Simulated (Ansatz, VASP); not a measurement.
# Cross-check of Al3GaSb4 between VASP and Ansatz, part 2 of 2

Wanted: the spread between two codes on one cell, functional and k mesh. The cell is generated by rule, not measured, and may not be a known phase. The cell is taken from a series of runs on this material, whose earlier steps may have relaxed, scaled, displaced or heated it; both programs get it as it stands.

VASP 6.6.1 and Ansatz 0.2.0.

So far: Set-up; Ansatz: relaxation of cell and atoms, LDA.

### 3. VASP: relaxation of cell and atoms, LDA

Level of this step: LDA; plane waves and PAW (Al, Ga_d, Sb); invented cell (VASP).

The same cell, functional (in two slightly different forms) and mesh now go to VASP, with its own data sets.

Lines of VASP's logs that name or quote its potential files are left out, and so is its time.

File INCAR:

```
SYSTEM = Al3GaSb4
PREC = Accurate
ENCUT = 500
EDIFF = 1E-07
NELM = 120
ISMEAR = 0
SIGMA = 0.01
LREAL = .FALSE.
ALGO = Normal
GGA = PW92
NBANDS = 29
LORBIT = 11
LWAVE = .FALSE.
LCHARG = .FALSE.
ISIF = 3
IBRION = 2
NSW = 80
EDIFFG = -0.005
LASPH = .TRUE.
GGA_COMPAT = .FALSE.
NELMIN = 4
EFERMI = MIDGAP
KPAR = 2
```

File POSCAR:

```
Al3GaSb4
1.0
    3.0503200000      3.0503200000      0.0000000000
   -3.0503200000      3.0503200000      0.0000000000
    0.0000000000      0.0000000000     12.1584830000
Al Ga Sb
3 1 4
Direct
    0.0000000000      0.0000000000      0.9987083504
    0.5000000000      0.5000000000      0.2499999794
    0.0000000000      0.0000000000      0.5012916084
    0.5000000000      0.5000000000      0.7499999794
    0.5000000000      0.0000000000      0.1243290795
    0.0000000000      0.5000000000      0.3756708793
    0.5000000000      0.0000000000      0.6265678045
    0.0000000000      0.5000000000      0.8734321542
```

File KPOINTS:

```
Automatic mesh
0
Gamma
8 8 2
0 0 0
```

Potentials, in the order of the species: Al, Ga_d and Sb (LDA family, release 64).

Started as:

```bash
> mpirun -np 2 vasp_std
```

Numbers of over 12 decimals in the logs are rounded to 6 here.

The log of the run:

```text
[banner, memory and clock lines left out]
running    2 mpi-ranks, on    1 nodes
 distrk:  each k-point on    1 cores,    2 groups
 distr:  one band on    1 cores,    1 groups

 POSCAR found type information on POSCAR AlGaSb
 POSCAR found :  3 types and       8 ions
|                                                                             |
|               ----> ADVICE to this user running VASP <----                  |
|                                                                             |
|     You enforced a specific xc type in the INCAR file but a different       |
|     [... a line on the potential file left out ...]
|     I HOPE YOU KNOW WHAT YOU ARE DOING!                                     |
|                                                                             |

 LDA part: xc-table for (Slater(with rela. corr.)+PW92), standard interpolation
 POSCAR, INCAR and KPOINTS ok, starting setup
 FFT: planning ... GRIDC
 FFT: planning ... GRID_SOFT
 FFT: planning ... GRID
 WAVECAR not read
 entering main loop
       N       E                     dE             d eps       ncg     rms          rms(c)
DAV:   1     0.235300642766E+03    0.23530E+03   -0.15206E+04  1740   0.126E+03
DAV:   2    -0.100941205470E+02   -0.24539E+03   -0.23714E+03  1994   0.270E+02
DAV:   3    -0.360761202154E+02   -0.25982E+02   -0.25319E+02  2082   0.879E+01
DAV:   4    -0.370561240977E+02   -0.98000E+00   -0.97614E+00  2203   0.185E+01
DAV:   5    -0.370783652525E+02   -0.22241E-01   -0.22232E-01  2441   0.277E+00    0.715E+00
DAV:   6    -0.366358778609E+02    0.44249E+00   -0.40991E-01  2141   0.451E+00    0.428E+00
DAV:   7    -0.364688451706E+02    0.16703E+00   -0.46525E-01  1962   0.266E+00    0.598E-01
DAV:   8    -0.364659755641E+02    0.28696E-02   -0.32174E-02  2082   0.155E+00    0.260E-01
DAV:   9    -0.364659881342E+02   -0.12570E-04   -0.51715E-03  2205   0.424E-01    0.109E-01
DAV:  10    -0.364659084734E+02    0.79661E-04   -0.30736E-04  2195   0.136E-01    0.329E-02
DAV:  11    -0.364659275730E+02   -0.19100E-04   -0.28139E-05  2232   0.287E-02    0.207E-02
DAV:  12    -0.364659292058E+02   -0.16327E-05   -0.72580E-06  2098   0.112E-02    0.300E-03
DAV:  13    -0.364659293224E+02   -0.11663E-06   -0.91400E-07  2097   0.386E-03    0.336E-03
DAV:  14    -0.364659292787E+02    0.43682E-07   -0.18179E-07  1289   0.177E-03
   1 F= -.36465929E+02 E0= -.36465929E+02  d E =-.364659E+02
[...]
2 F= -.36466997E+02 E0= -.36466997E+02  d E =-.106816E-02
[...]
3 F= -.36467219E+02 E0= -.36467219E+02  d E =-.128957E-02
[...]
4 F= -.36467277E+02 E0= -.36467277E+02  d E =-.576522E-04
 trial-energy change:   -0.000058  1 .order   -0.000057   -0.000070   -0.000044
 step:   2.5555(harm=  2.5555)  dis= 0.00101  next Energy=   -36.467314 (dE=-0.954E-04)
 bond charge predicted
       N       E                     dE             d eps       ncg     rms          rms(c)
DAV:   1    -0.364674225157E+02   -0.14599E-03   -0.39171E-03  1904   0.335E-01    0.670E-02
DAV:   2    -0.364673557835E+02    0.66732E-04   -0.16157E-04  2168   0.992E-02    0.400E-02
DAV:   3    -0.364673165504E+02    0.39233E-04   -0.52939E-05  2373   0.525E-02    0.436E-03
DAV:   4    -0.364673171724E+02   -0.62194E-06   -0.12754E-05  1951   0.217E-02    0.326E-03
DAV:   5    -0.364673171101E+02    0.62266E-07   -0.49305E-07  2415   0.415E-03
   5 F= -.36467317E+02 E0= -.36467317E+02  d E =-.982613E-04
 curvature:  -1.31 expect dE=-0.177E-05 dE for cont linesearch -0.199E-07
 trial: gam= 0.00812 g(F)=  0.123E-05 g(S)=  0.129E-06 ort = 0.108E-05 (trialstep = 0.126E+01)
 search vector abs. value=  0.138E-05
 reached required accuracy - stopping structural energy minimisation
```

Parts of OUTCAR (step 3):

```text
ion  position               nearest neighbor table
   1  0.000  0.000  0.999-   8 2.64   8 2.64   5 2.64   5 2.64
   2  0.500  0.500  0.250-   5 2.64   6 2.64   5 2.64   6 2.64
   3  0.000  0.000  0.501-   7 2.64   7 2.64   6 2.64   6 2.64
   4  0.500  0.500  0.750-   8 2.63   8 2.63   7 2.63   7 2.63
   5  0.500  0.000  0.124-   1 2.64   1 2.64   2 2.64   2 2.64
   6  0.000  0.500  0.376-   3 2.64   3 2.64   2 2.64   2 2.64
   7  0.500  0.000  0.627-   4 2.63   4 2.63   3 2.64   3 2.64
   8  0.000  0.500  0.873-   4 2.63   4 2.63   1 2.64   1 2.64

  LATTYP: Found a simple tetragonal cell.
 ALAT       =     4.3138039136
 C/A-ratio  =     2.8185061824

 Subroutine GETGRP returns: Found  8 space group operations
 (whereof  4 operations were pure point group operations)

The static configuration has the point symmetry C_2v.
 The point group associated with its full space group is D_2d.

 Found     30 irreducible k-points:

   k-points           NKPTS =     30   k-points in BZ     NKDIM =     30   number of bands    NBANDS=     29

   dimension x,y,z NGX =    32 NGY =   32 NGZ =   90
   dimension x,y,z NGXF=    64 NGYF=   64 NGZF=  180

   ENCUT  =  500.0 eV  36.75 Ry    6.06 a.u.   7.87  7.87 22.17*2*pi/ulx,y,z

   NELECT =      42.0000    total number of electrons

 k-points in reciprocal lattice and weights: Automatic mesh
   0.00000000  0.00000000  0.00000000       0.008
   0.12500000  0.00000000  0.00000000       0.031
   0.25000000  0.00000000  0.00000000       0.031
   0.37500000  0.00000000  0.00000000       0.031
   0.50000000  0.00000000  0.00000000       0.016
   0.12500000  0.12500000  0.00000000       0.031
   0.25000000  0.12500000  0.00000000       0.062
   0.37500000  0.12500000  0.00000000       0.062
   0.50000000  0.12500000  0.00000000       0.031
[...]
0.50000000  0.37500000  0.50000000       0.031
   0.50000000  0.50000000  0.50000000       0.008

 average (electrostatic) potential at core
       1 -73.8730       2 -73.9101       3 -73.8730       4 -66.5746       5 -88.0240
       6 -88.0240       7 -88.1495       8 -88.1495

 E-fermi :   5.1955

 k-point     1 :       0.0000    0.0000    0.0000
  band No.  band energies     occupation
    ...
     17       3.3458      2.00000
     18       3.3458      2.00000
     19       4.7900      2.00000
     20       4.7939      2.00000
     21       4.7939      2.00000
     22       5.6632      0.00000
     23       5.9082      0.00000
     24       6.1795      0.00000
     25       6.3605      0.00000
     26       6.4319      0.00000
    ...

 k-point     2 :       0.1250    0.0000    0.0000
  band No.  band energies     occupation
    ...
     17       3.3204      2.00000
     18       3.4064      2.00000
     19       3.6720      2.00000
     20       4.4276      2.00000
     21       4.7441      2.00000
     22       6.0058      0.00000
     23       6.4378      0.00000
     24       6.8290      0.00000
     25       6.8909      0.00000
     26       6.9428      0.00000
    ...

 k-point     3 :       0.2500    0.0000    0.0000
  band No.  band energies     occupation
    ...
     17       3.2766      2.00000
     18       3.4945      2.00000
     19       3.5637      2.00000
     20       3.5841      2.00000
     21       4.5634      2.00000
     22       6.2741      0.00000
     23       6.6463      0.00000
     24       6.9967      0.00000
     25       7.1935      0.00000
     26       8.1527      0.00000
    ...

  Total        0.0003498      0.0003498      0.0046043      0.0000000      0.0000000      0.0000000
  in kB        0.0024635      0.0024635      0.0324256      0.0000000      0.0000000      0.0000000
  external PRESSURE =       0.0124509 kB  Pullay stress =       0.0000000 kB

  energy-cutoff  :      500.00
  volume of cell :      227.50
      direct lattice vectors                 reciprocal lattice vectors
     3.053114606  3.053114606  0.000000000     0.163767190  0.163767190  0.000000000
    -3.053114606  3.053114606  0.000000000    -0.163767190  0.163767190  0.000000000
     0.000000000  0.000000000 12.203008525     0.000000000  0.000000000  0.081947005

 POSITION                                       TOTAL-FORCE (eV/Angst)
 -----------------------------------------------------------------------------------
      0.00000      0.00000     12.18720         0.000000     -0.000000     -0.003067
      0.00000      3.05311      3.05075         0.000000     -0.000000      0.000000
      0.00000      0.00000      6.11732         0.000000     -0.000000      0.003067
      0.00000      3.05311      9.15226        -0.000000      0.000000     -0.000000
      1.52656      1.52656      1.51755         0.000000     -0.000000     -0.001269
     -1.52656      1.52656      4.58395         0.000000     -0.000000      0.001269
      1.52656      1.52656      7.64750         0.000000     -0.000000     -0.001301
     -1.52656      1.52656     10.65702         0.000000     -0.000000      0.001301
 -----------------------------------------------------------------------------------
    total drift:                               -0.000000      0.000000      0.000000

  FREE ENERGIE OF THE ION-ELECTRON SYSTEM (eV)
  ---------------------------------------------------
  free  energy   TOTEN  =       -36.4673171101 eV

  energy  without entropy=      -36.4673171101  energy(sigma->0) =      -36.46731711

 reached required accuracy - stopping structural energy minimisation

 total charge
# of ion       s       p       d       tot
------------------------------------------
    1        0.426   0.367   0.000   0.793
    2        0.425   0.365   0.000   0.791
    3        0.426   0.367   0.000   0.793
    4        0.916   0.781   9.966  11.662
    5        1.121   1.438   0.025   2.585
    6        1.121   1.438   0.025   2.585
    7        1.128   1.400   0.028   2.555
    8        1.128   1.400   0.028   2.555
--------------------------------------------------
tot          6.692   7.556  10.072  24.320

[... 3 further parts left out ...]
```

CONTCAR:

```
Al3GaSb4
   1.00000000000000
     3.0531146064689665    3.0531146064689665    0.0000000000000000
    -3.0531146064689665    3.0531146064689665    0.0000000000000000
     0.0000000000000000    0.0000000000000000   12.2030085247568110
  Al              Ga              Sb
     3     1     4
Direct
     0.0000000000000000    0.0000000000000000    0.9987042548199593
     0.5000000000000000    0.5000000000000000    0.2499999794000018
     0.0000000000000000    0.0000000000000000    0.5012957039800444
     0.5000000000000000    0.5000000000000000    0.7499999794000018
     0.5000000000000000    0.0000000000000000    0.1243587648996006
     0.0000000000000000    0.5000000000000000    0.3756411939004031
     0.5000000000000000    0.0000000000000000    0.6266894541283448
     0.0000000000000000    0.5000000000000000    0.8733105045716572
```

### 4. Differences

Known differences besides the potentials themselves: fixed occupations in Ansatz, narrow Gaussian smearing in VASP; the data sets hold 82 valence electrons in Ansatz (on its default PAW (the set named soft_2) files) and 42 in VASP; the cutoff is 420 eV in Ansatz and 500 eV in VASP; VASP's log shows a relativistic correction to its local exchange, Ansatz's none; Ansatz adds a Pulay correction to the stress that steers its cell, VASP none. Total energies have different zeros and are not compared.

Both answers:

```tsv
quantity	Ansatz	VASP	difference
volume (Å³)	226.21	227.50	-0.57 %
edge a after relaxation, in the typed setting (Å)	4.309	4.318	-0.19 %
edge c after relaxation, in the typed setting (Å)	12.180	12.203	-0.19 %
```

### 5. Summary of results

* difference in volume (relaxation of cell and atoms, LDA): -0.57 %

The difference in volume is -0.57 % (relaxation of cell and atoms, LDA), within the 1.2 % picked in this series as the mark of a large difference, as far as the stopping tolerances let one tell. The data sets hold unlike numbers of valence electrons (82 in Ansatz and 42 in VASP), so part of the differences comes from the potentials. Such differences can come from data sets, numerical settings and the points named under the comparisons, not from the functional's error against experiment.

[Lines on the potential files, build, host, timing and source positions are cut from VASP's logs without a mark.]

[Logs are printed without paths, hosts, clocks, repeated set-up lines and the standing remarks that a program may print on its own settings, such as how far it seeks lower states.]

[Hosts, paths, dates, database ids (printed as entryN), source tags and the programs' standing remarks are cut or masked in the printed files.]
